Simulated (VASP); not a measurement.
Input:

```
CELL_PARAMETERS angstrom
      2.86726     0.00000     0.00000
      0.00000     2.86726     0.00000
      0.00000     0.00000     2.86726
ATOMIC_POSITIONS crystal
  Al 0.50000 0.50000 0.50000
  Fe 0.00000 0.00000 0.00000
```

The numbers are results of PBE GGA, VASP's PBE PAW potentials (set 64) (plane waves; VASP), not measurements. Run with 400 eV cut-off, Gaussian smearing of 0.050 eV, potentials Al Fe.

Q: Predict the band gap (along the path) with the smallest direct gap where there is one.

A: 
| Quantity | Value |
|---|---|
| band gap (along the path) | none (metal, semimetal or under 0.01 eV) |

Only differences to runs with the same potentials and settings are physical.

The compound is FeAl in the CsCl type structure. It was relaxed first. The run is not spin-polarised, so no magnetic state was tried. The electron count is odd and the run is not spin-polarised, which forces a metal.
